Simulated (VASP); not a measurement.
VASP ran on this input.

### KPOINTS
```
Automatic mesh
0
Gamma
16 16 16
0 0 0
```

### POSCAR
```
Be
1.0
  2.0897680000   0.0000000000   0.0000000000
  0.0000000000   2.0897680000   0.0000000000
  0.0000000000   0.0000000000   2.0897680000
Be
1
direct
  0.0000000000   0.0000000000   0.0000000000
```

**INCAR**
```
! general
SYSTEM  = Be
PREC    = Accurate
ENCUT   = 400
LREAL   = .FALSE.   ! projection in real space or not
LASPH   = .TRUE.

! electronic loop
EDIFF   = 1E-6   ! SCF stop (eV)
NELM    = 100   ! most electronic steps
ALGO    = Normal
LMIXTAU = .TRUE.

! smearing
ISMEAR  = 1
SIGMA   = 0.1   ! width (eV)

! functional
METAGGA = R2SCAN

! ions
IBRION  = 2
NSW     = 60   ! most ionic steps
ISIF    = 3
EDIFFG  = -0.01   ! ionic stop

! output
LWAVE   = .FALSE.
LCHARG  = .FALSE.
```

POTCAR, in this order: Be (PBE.64 set). Program: vasp_std.

**Question.** Write an equivalent input for Ansatz.

**Answer.** One equivalent input (not run):
Ansatz 0.2 input:
```yaml
crystal:
  lattice:
    - [2.0897680, 0.0000000, 0.0000000]
    - [0.0000000, 2.0897680, 0.0000000]
    - [0.0000000, 0.0000000, 2.0897680]
  atoms:
    - { symbol: Be, position: [0.0000000, 0.0000000, 0.0000000] }
kpoints:
  mp_grid: { grid: [16, 16, 16] }
hamiltonian:
  xc: r2scan
  pseudopotentials: { kind: paw }
scf:
  occupations: { method: methfessel_paxton, width: 0.1 }
  max_iter: 100
relax:
  max_steps: 60
  f_tol: 0.01
  cell: {}
output: { forces: true, stress: true, eigenvalues: true }
```
What does not carry over: each code has its own PAW files, so the cut-off isn't converted (ENCUT is set for VASP's; basis.ecutwfc is left out, and Ansatz then takes the one that its files recommend); Ansatz stops its SCF on the density residual and VASP on the energy change (EDIFF).

The structure was generated: Be was put into the simple-cubic type (Pm-3m), which need not be its known phase. This run relaxes it. Symmetry was kept, so distortions that lower it aren't found.
